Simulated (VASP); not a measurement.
All values below come from PBE GGA with D4 dispersion, VASP's PBE PAW potentials (set 64) (plane waves; VASP).

The input files of a VASP run:

**INCAR**
```
SYSTEM = Cr
PREC = Accurate
ENCUT = 520
EDIFF = 1E-7
NELM = 100
ALGO = Normal
LREAL = .FALSE.
LASPH = .TRUE.
ISMEAR = -5
GGA = PE
IVDW = 13
LMAXMIX = 4
ISPIN = 2
MAGMOM = 0.9 -0.9
LORBIT = 11
LWAVE = .FALSE.
LCHARG = .TRUE.
NEDOS = 601
ISIF = 2
```

### POSCAR
```
Cr
5.6764080
  0.5000000073   0.0000000000   0.0000000000
  0.0000000000   0.5000000073   0.0000000000
  0.0000000000   0.0000000000   0.5000000073
Cr
2
Direct
  0.0000000000   0.0000000000   0.0000000000
  0.5000000000   0.5000000000   0.5000000000
```

KPOINTS:
```
kpoints
0
G
14 14 14
0 0 0
```

POTCAR, in this order: Cr_pv (PBE.64 set). Program: vasp_std.

What VASP printed:

File OUTCAR:
```
 ion  position               nearest neighbor table
   1  0.000  0.000  0.000-   2 2.46   2 2.46   2 2.46   2 2.46   2 2.46   2 2.46   2 2.46   2 2.46
  LATTYP: Found a simple cubic cell.
 ALAT       =     2.8382040413
 Subroutine PRICEL returns following result:
  LATTYP: Found a body centered cubic cell.
 ALAT       =     2.8382040413
 Subroutine GETGRP returns: Found 48 space group operations
The static configuration has the point symmetry O_h .
The dynamic configuration has the point symmetry O_h .
The overall configuration has the point symmetry O_h .
 Subroutine INISYM returns: Found 48 space group operations
 Subroutine IBZKPT returns following result:
 Found    120 irreducible k-points:

 Following reciprocal coordinates:
            Coordinates               Weight
  0.000000  0.000000  0.000000      1.000000
  0.071429  0.000000  0.000000      6.000000
  0.142857  0.000000  0.000000      6.000000
  0.214286  0.000000  0.000000      6.000000
  0.285714  0.000000  0.000000      6.000000
  0.357143  0.000000  0.000000      6.000000
  0.428571  0.000000  0.000000      6.000000
  0.500000  0.000000  0.000000      3.000000
...
```

OSZICAR:
```
       N       E                     dE             d eps       ncg     rms          rms(c)
DAV:   1     0.231449158147E+03    0.23145E+03   -0.14352E+04  7688   0.185E+03
DAV:   2    -0.140505168279E+02   -0.24550E+03   -0.24408E+03  8128   0.504E+02
DAV:   3    -0.221336201798E+02   -0.80831E+01   -0.80494E+01  9984   0.104E+02
DAV:   4    -0.222428467676E+02   -0.10923E+00   -0.10920E+00  9096   0.123E+01
DAV:   5    -0.222453763019E+02   -0.25295E-02   -0.25305E-02 10728   0.147E+00    0.187E+01
DAV:   6    -0.190662191451E+02    0.31792E+01   -0.18497E+01  8224   0.523E+01    0.375E+00
DAV:   7    -0.190560150109E+02    0.10204E-01   -0.21869E-01  8320   0.662E+00    0.231E+00
DAV:   8    -0.190491049872E+02    0.69100E-02   -0.24098E-02 10496   0.156E+00    0.119E+00
DAV:   9    -0.190446239359E+02    0.44811E-02   -0.48349E-02  9408   0.178E+00    0.366E-01
DAV:  10    -0.190456859604E+02   -0.10620E-02   -0.32667E-03 11392   0.523E-01    0.265E-01
DAV:  11    -0.190481229435E+02   -0.24370E-02   -0.52684E-02  9968   0.148E+00    0.185E-01
DAV:  12    -0.190485464207E+02   -0.42348E-03   -0.57496E-03  9408   0.545E-01    0.110E-01
DAV:  13    -0.190486972349E+02   -0.15081E-03   -0.17499E-03  9984   0.283E-01    0.728E-02
DAV:  14    -0.190488245054E+02   -0.12727E-03   -0.28093E-03  9816   0.326E-01    0.266E-02
DAV:  15    -0.190488417362E+02   -0.17231E-04   -0.66499E-04  9768   0.158E-01    0.472E-03
DAV:  16    -0.190488417233E+02    0.12883E-07   -0.10198E-05  8752   0.421E-02    0.551E-03
DAV:  17    -0.190488408786E+02    0.84469E-06   -0.10262E-05 10248   0.250E-02    0.541E-03
DAV:  18    -0.190488399413E+02    0.93730E-06   -0.95004E-07  8408   0.876E-03    0.537E-03
DAV:  19    -0.190488398845E+02    0.56740E-07   -0.41508E-08  3936   0.207E-03
   1 F= -.19954882E+02 E0= -.19954882E+02  d E =0.000000E+00  mag=    -0.0000
```

### OUTCAR
```
------------------------ aborting loop because EDIFF is reached ----------------------------------------
  Edisp (eV):   -0.90604
  FORCE on cell =-STRESS in cart. coord.  units (eV):
  Direction    XX          YY          ZZ          XY          YZ          ZX
  --------------------------------------------------------------------------------------
  Total      -0.01014    -0.01014    -0.01014    -0.00000     0.00000     0.00000
  in kB      -0.71087    -0.71087    -0.71087    -0.00000     0.00000     0.00000
  external pressure =       -0.71 kB  Pullay stress =        0.00 kB
  volume of cell :       22.86
      direct lattice vectors                 reciprocal lattice vectors
     2.838204041  0.000000000  0.000000000     0.352335486  0.000000000  0.000000000
     0.000000000  2.838204041  0.000000000     0.000000000  0.352335486  0.000000000
     0.000000000  0.000000000  2.838204041     0.000000000  0.000000000  0.352335486
 POSITION                                       TOTAL-FORCE (eV/Angst)
 -----------------------------------------------------------------------------------
      0.00000      0.00000      0.00000        -0.000000     -0.000000     -0.000000
      1.41910      1.41910      1.41910         0.000000      0.000000      0.000000
 -----------------------------------------------------------------------------------
    total drift:                                0.000000      0.000000     -0.000000
  FREE ENERGIE OF THE ION-ELECTRON SYSTEM (eV)
  ---------------------------------------------------
  free  energy   TOTEN  =       -19.9548824047 eV

  energy  without entropy=      -19.9548824047  energy(sigma->0) =      -19.95488240

 total charge

# of ion       s       p       d       tot
------------------------------------------
    1        0.445   6.412   4.226  11.083
    2        0.445   6.412   4.226  11.083
--------------------------------------------------
tot          0.889  12.825   8.452  22.166

 magnetization (x)

# of ion       s       p       d       tot
------------------------------------------
    1        0.011   0.006   0.903   0.921
    2       -0.011  -0.006  -0.903  -0.921
--------------------------------------------------
tot          0.000   0.000   0.000   0.000
```
(Selected blocks of OUTCAR.)

For a metal the tetrahedron method with Blöchl corrections gives inexact stress and forces.

The compound is Cr in the bcc, AFM order structure. It was relaxed first.
